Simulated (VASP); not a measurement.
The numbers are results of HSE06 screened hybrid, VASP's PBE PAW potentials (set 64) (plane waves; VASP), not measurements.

A VASP calculation is set up with these files.

### POSCAR
```
C62N
1
    7.1465551589     0.0000000000     0.0000000000
    0.0000000000     7.1465551589     0.0000000000
    0.0000000000     0.0000000000     7.1465551589
C N
62 1
Direct
  0.5013368100   0.9987102183   0.9979623742
  0.6239834508   0.1254409794   0.1247520974
  0.7501305662   0.2503115495   0.9997880015
  0.8749774848   0.3763899463   0.1247647815
  0.7501362866   0.0005075340   0.2495894682
  0.8750396870   0.1254133781   0.3756947580
  0.0002752837   0.0001682349   0.9994944083
  0.1252336716   0.1251702347   0.1245491063
  0.2498313275   0.2505420367   0.9984596722
  0.3778354743   0.3734615180   0.1263337621
  0.5010698109   0.4994134596   0.0005012411
  0.6269652153   0.6225881554   0.1263264955
  0.7499286680   0.7505994577   0.9984474709
  0.8751619120   0.8751826341   0.1245240010
  0.2497808288   0.9991242744   0.2498037165
  0.3778278444   0.1270897755   0.3727503690
  0.4922888963   0.2392899670   0.2385479280
  0.7611425492   0.5079969067   0.2385744397
  0.8733461411   0.6225832670   0.3727542777
  0.5011299468   0.0013122886   0.4986667642
  0.6270994420   0.1271217757   0.6218433025
  0.7613226617   0.2392602837   0.5073521057
  0.8734188535   0.3734130874   0.6219001846
  0.7500263814   0.9991641836   0.7499765484
  0.8752160489   0.1251906057   0.8745691681
  0.0017135622   0.4990992689   0.9979751340
  0.1263108010   0.6246841685   0.1253531491
  0.2506526054   0.7497689991   0.0002725889
  0.3756967992   0.8740588706   0.1253149658
  0.9999303835   0.2503203482   0.2496171452
  0.1253668259   0.3750300781   0.3743086728
  0.2524744071   0.4987533149   0.2517513770
  0.3754193140   0.6250491765   0.3803623905
  0.5017612919   0.7479179186   0.2517288961
  0.6254006764   0.8750985957   0.3742858424
  0.0018177641   0.9986968063   0.4984675679
  0.1264651594   0.1260710017   0.6240699512
  0.2525495188   0.2525808290   0.4980029589
  0.3754959895   0.3812654109   0.6241535464
  0.6191950821   0.6249859390   0.6241470147
  0.7479724449   0.7479543713   0.4979478286
  0.8743988568   0.8740404736   0.6240111663
  0.2506844036   0.0010361173   0.7490793425
  0.3757751156   0.1261083850   0.8732480603
  0.5018128506   0.2526054055   0.7471100086
  0.6253825398   0.3750220960   0.8743590634
  0.7479104461   0.4986827271   0.7470788075
  0.8743428895   0.6246942164   0.8732647054
  0.0012457150   0.7506079527   0.2498194692
  0.1254031746   0.8750049171   0.3744391060
  0.9992504867   0.4993964289   0.4987142085
  0.1239877521   0.6251462011   0.6244333972
  0.2488026174   0.7517450209   0.4996790119
  0.3753175741   0.8765850449   0.6244242905
  0.0013254475   0.2504503033   0.7500284295
  0.1254105051   0.3751053723   0.8743249062
  0.2487675933   0.5004323238   0.7509775887
  0.3753191873   0.6251248388   0.8757726002
  0.5000573105   0.7516697830   0.7509294558
  0.6253381772   0.8750077090   0.8743133507
  0.9994743721   0.7497963052   0.7490396765
  0.1252282558   0.8752331275   0.8744830336
  0.4875458610   0.5129544015   0.5120408494
```

INCAR:
```
SYSTEM = C62N
PREC = Normal; ENCUT = 400; LREAL = Auto
LASPH = .True.; ISYM = 0; NELECT = 254.0
EDIFF = 1E-5; NELM = 50; NELMIN = 4
ALGO = Normal
ISMEAR = 0; SIGMA = 0.05
GGA = PE; LHFCALC = .True.; AEXX = 0.25
HFSCREEN = 0.2; PRECFOCK = Fast
ISPIN = 2; MAGMOM = 63*0.0317; NUPDOWN = 2
ISIF = 0
LWAVE = .False.; LCHARG = .False.; LORBIT = 10
```

**KPOINTS**
```
Automatic mesh
0
Gamma
1 1 1
0 0 0
```

POTCAR, in this order: C N (PBE.64 set). Program: vasp_gam. Read from the step before: WAVECAR.

The run wrote:

File OSZICAR:
```
       N       E                     dE             d eps       ncg     rms          rms(c)
DAV:   1    -0.643984122259E+03   -0.64398E+03   -0.84428E+00   640   0.810E+00    0.400E+00
DAV:   2    -0.644016461535E+03   -0.32339E-01   -0.17450E-01   712   0.100E+00    0.241E+00
DAV:   3    -0.644000110486E+03    0.16351E-01   -0.17692E-02   736   0.340E-01    0.131E+00
DAV:   4    -0.643995366618E+03    0.47439E-02   -0.53510E-03   736   0.191E-01    0.692E-01
DAV:   5    -0.643994078945E+03    0.12877E-02   -0.11220E-03   688   0.904E-02    0.373E-01
DAV:   6    -0.643993697117E+03    0.38183E-03   -0.26851E-04   728   0.458E-02    0.201E-01
DAV:   7    -0.643993587724E+03    0.10939E-03   -0.72624E-05   688   0.243E-02    0.108E-01
DAV:   8    -0.643993555302E+03    0.32422E-04   -0.14926E-05   456   0.119E-02    0.605E-02
DAV:   9    -0.643993545891E+03    0.94110E-05   -0.61241E-06   384   0.843E-03
   1 F= -.64399355E+03 E0= -.64399355E+03  d E =-.371396E-20  mag=     2.0000
```

**OUTCAR**
```
------------------------ aborting loop because EDIFF is reached ----------------------------------------
  volume of cell :      365.00
      direct lattice vectors                 reciprocal lattice vectors
     7.146555159  0.000000000  0.000000000     0.139927556  0.000000000  0.000000000
     0.000000000  7.146555159  0.000000000     0.000000000  0.139927556  0.000000000
     0.000000000  0.000000000  7.146555159     0.000000000  0.000000000  0.139927556
 POSITION                                       TOTAL-FORCE (eV/Angst)
 -----------------------------------------------------------------------------------
      3.58283      7.13734      7.13199         0.021012      0.032235      0.024983
      4.45933      0.89647      0.89155         0.042683     -0.107424     -0.116841
      5.36085      1.78887      7.14504        -0.012177      0.004852      0.040012
      6.25307      2.68989      0.89164         0.114542     -0.032643     -0.122912
      5.36089      0.00363      1.78370        -0.011182      0.038076      0.005473
      6.25352      0.89627      2.68492         0.118507     -0.109942     -0.028529
      0.00197      0.00120      7.14294        -0.017009      0.007402      0.010860
      0.89499      0.89454      0.89010         0.000318      0.002517     -0.019431
      1.78543      1.79051      7.13555         0.015393      0.021111      0.035866
      2.70022      2.66896      0.90285        -0.098843      0.038111     -0.103320
      3.58092      3.56909      0.00358         0.000836     -0.016778      0.036652
      4.48064      4.44936      0.90280        -0.014630      0.089645     -0.099494
      5.35941      5.36420      7.13546        -0.036343     -0.013976      0.036126
      6.25439      6.25454      0.88992         0.030463      0.000855     -0.013747
      1.78507      7.14030      1.78524         0.020311      0.044864      0.037644
      2.70017      0.90825      2.66388        -0.093801     -0.102182      0.027398
      3.51817      1.71010      1.70480         0.070034      0.014817      0.020544
      5.43955      3.63043      1.70499        -0.027616     -0.039670      0.025938
      6.24142      4.44933      2.66391         0.110133      0.091176      0.026652
      3.58135      0.00938      3.56375        -0.007578      0.025662     -0.004732
      4.48160      0.90848      4.44404        -0.033070     -0.107033      0.104682
      5.44083      1.70989      3.62582        -0.040069      0.020621     -0.056818
      6.24194      2.66862      4.44444         0.111975      0.034174      0.092231
      5.36010      7.14058      5.35975        -0.055377      0.035339     -0.027856
      6.25478      0.89468      6.25016         0.023182     -0.008971     -0.002274
      0.01225      3.56684      7.13208        -0.034993     -0.025824      0.026534
      0.90269      4.46434      0.89584         0.018368      0.015086     -0.025048
      1.79130      5.35827      0.00195        -0.004298      0.002138     -0.002144
      2.68494      6.24651      0.89557         0.002076     -0.008308     -0.014616
      7.14606      1.78893      1.78390        -0.028363     -0.003183     -0.000772
      0.89594      2.68017      2.67502         0.007327      0.003362      0.003675
      1.80432      3.56437      1.79916         0.017043     -0.007924      0.009354
      2.68295      4.46695      2.71828         0.022016     -0.016975      0.063963
      3.58586      5.34504      1.79899        -0.014104     -0.002546      0.012431
      4.46946      6.25394      2.67485         0.012859     -0.010345      0.000807
      0.01299      7.13724      3.56233        -0.043210      0.033124     -0.039950
      0.90379      0.90097      4.45995         0.002519     -0.006192     -0.010173
      1.80486      1.80508      3.55901         0.007444     -0.007394      0.000211
      2.68350      2.72473      4.46055         0.012593      0.051213      0.005890
      4.42511      4.46650      4.46050        -0.032468     -0.010605     -0.001471
      5.34543      5.34530      3.55861        -0.024713     -0.015282      0.007941
      6.24894      6.24638      4.45953         0.023716     -0.003108      0.002954
      1.79153      0.00740      5.35334         0.003152     -0.005595     -0.000248
      2.68550      0.90124      6.24072        -0.001634     -0.010895      0.003425
      3.58623      1.80526      5.33926        -0.018295     -0.010463     -0.005057
      4.46933      2.68012      6.24866         0.019898      0.007252     -0.018391
      5.34498      3.56386      5.33904        -0.010259      0.007387      0.010077
      6.24854      4.46441      6.24083         0.021453      0.003591     -0.004069
      0.00890      5.36426      1.78535        -0.043985     -0.013723      0.031804
      0.89620      6.25327      2.67595         0.009495     -0.004168     -0.019540
      7.14120      3.56896      3.56409        -0.042308     -0.009138     -0.014582
      0.88609      4.46764      4.46255         0.006093      0.012004      0.006458
      1.77808      5.37239      3.57098         0.013193     -0.029343      0.002769
      2.68223      6.26456      4.46248         0.005019     -0.014342      0.003300
      0.00947      1.78986      5.36012        -0.047988      0.045690     -0.034199
      0.89625      2.68071      6.24841         0.011626     -0.014858      0.001194
      1.77783      3.57637      5.36690         0.022734     -0.006444     -0.028426
      2.68224      4.46749      6.25876        -0.011062      0.011867     -0.006269
      3.57369      5.37185      5.36656        -0.009959     -0.010335     -0.017874
      4.46901      6.25329      6.24833         0.018767     -0.005810     -0.006636
      7.14280      5.35846      5.35305        -0.004979     -0.004335      0.004270
      0.89495      6.25490      6.24954         0.009984     -0.013441      0.001634
      3.48427      3.66586      3.65933        -0.126451      0.115024      0.121669
 -----------------------------------------------------------------------------------
    total drift:                               -0.009976     -0.032905      0.043920
  FREE ENERGIE OF THE ION-ELECTRON SYSTEM (eV)
  ---------------------------------------------------
  free  energy   TOTEN  =      -643.9935458909 eV

  energy  without entropy=     -643.9935458909  energy(sigma->0) =     -643.99354589

  exchange ACFDT corr.  =         0.00000000  see jH, gK, PRB 81, 115126

 total charge

# of ion       s       p       d       tot
------------------------------------------
    1        0.833   1.749   0.000   2.582
    2        0.832   1.764   0.000   2.596
    3        0.831   1.750   0.000   2.581
    4        0.832   1.764   0.000   2.597
    5        0.831   1.750   0.000   2.581
    6        0.832   1.764   0.000   2.597
    7        0.833   1.755   0.000   2.588
    8        0.831   1.752   0.000   2.582
    9        0.834   1.746   0.000   2.581
   10        0.832   1.755   0.000   2.587
   11        0.832   1.752   0.000   2.584
   12        0.832   1.755   0.000   2.587
   13        0.834   1.747   0.000   2.581
   14        0.831   1.752   0.000   2.582
   15        0.834   1.747   0.000   2.581
   16        0.832   1.755   0.000   2.586
   17        0.841   1.754   0.000   2.595
   18        0.841   1.754   0.000   2.595
   19        0.832   1.755   0.000   2.586
   20        0.832   1.751   0.000   2.583
   21        0.832   1.755   0.000   2.586
   22        0.841   1.755   0.000   2.596
   23        0.832   1.755   0.000   2.586
   24        0.834   1.747   0.000   2.581
   25        0.831   1.752   0.000   2.583
...
```
(Selected blocks of OUTCAR.)

The cell is charged, with a uniform compensating background. The supercell is sampled at Γ alone, which is coarse: total energies, pressure and levels can be off, energies of defects by several tenths of an eV.

The cell is a supercell with a defect, built from C (diamond): N_C-vac_C, charge -1. The cell's shape comes from a PBE relaxation.
